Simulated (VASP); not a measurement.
Given:

```
Si
1.0
    0.00000     2.72185     2.72185
    2.72185     0.00000     2.72185
    2.72185     2.72185     0.00000
Si
2
Cartesian
  1.36092   1.36092   1.36092
  0.00000   0.00000   0.00000
```

All values below come from PBE GGA, VASP's PBE PAW potentials (set 64) (plane waves; VASP). Run with 400 eV cut-off, 8×8×8 Γ-centred mesh, Gaussian smearing of 0.050 eV, potentials Si.

Problem. The ions, cell shape and volume are relaxed. Predict the relaxed structure.

Solution. 
```
Si
1.0
    0.00000     2.73420     2.73420
    2.73420     0.00000     2.73420
    2.73420     2.73420     0.00000
Si
2
Direct
  0.25000   0.25000   0.25000
  0.00000   0.00000   0.00000
```
Space group Fd-3m (227), at a tolerance of 0.03 Å.

Problem. How do energy and volume change from the first to the last step?

Solution. The energy (σ→0) changes by -1.1 meV/atom and the volume by +1.4 %, in 3 ionic steps.

The structure comes from a computed database's Si entry (Fd-3m); how it stands against other phases isn't given here. This run relaxes it. Symmetry was kept, so distortions that lower it aren't found.
